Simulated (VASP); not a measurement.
Ni3Fe (L1_2) is relaxed at rising pressure, each step from the one before. Symmetry mostly holds the structure type, and other phases were not tried. The mesh follows the cell, and a change of mesh leaves a small step in the series.

Here is the system:

```cif
data_FeNi3
_chemical_formula_sum 'Fe1 Ni3'
_space_group_name_H-M_alt 'P 1'
_space_group_IT_number 1
_cell_length_a 3.44491
_cell_length_b 3.44491
_cell_length_c 3.44491
_cell_angle_alpha 90.000
_cell_angle_beta 90.000
_cell_angle_gamma 90.000
loop_
_space_group_symop_operation_xyz
  'x, y, z'
loop_
_atom_site_label
_atom_site_type_symbol
_atom_site_fract_x
_atom_site_fract_y
_atom_site_fract_z
_atom_site_occupancy
Fe1 Fe 0.00000 0.00000 0.00000 1
Ni1 Ni 0.00000 0.50000 0.50000 1
Ni2 Ni 0.50000 0.00000 0.50000 1
Ni3 Ni 0.50000 0.50000 0.00000 1
```
Starting moments (μB, in the order of the record's atoms Fe Ni Ni Ni): 2.7 0.6 0.6 0.6.

Method: LDA (Ceperley-Alder, Perdew-Zunger), VASP's LDA PAW potentials (set 64) (plane waves; VASP). Run with 500 eV cut-off, 9×9×9 Γ-centred mesh, first-order Methfessel-Paxton smearing of 0.10 eV, potentials Fe Ni.

| P (GPa) | V (Å³/atom) | H − H(0) (eV/atom) | space group | gap on the mesh (eV) | k-mesh |
|---|---|---|---|---|---|
| 0 | 10.22 | 0.000 | Pm-3m | 0.00 | 9×9×9 |
| 5 | 10.03 | 0.316 | Pm-3m | 0.00 | 9×9×9 |
| 10 | 9.86 | 0.626 | Pm-3m | 0.00 | 9×9×9 |
| 20 | 9.56 | 1.232 | Pm-3m | 0.00 | 9×9×9 |
| 30 | 9.30 | 1.820 | Pm-3m | 0.00 | 9×9×9 |
| 45 | 8.97 | 2.674 | Pm-3m | 0.00 | 9×9×9 |

Pressures at which the relaxation failed are left out.

The compound is Ni3Fe in the L1_2 structure. The spin order is the one that the start imposed; others were not tried in this run.
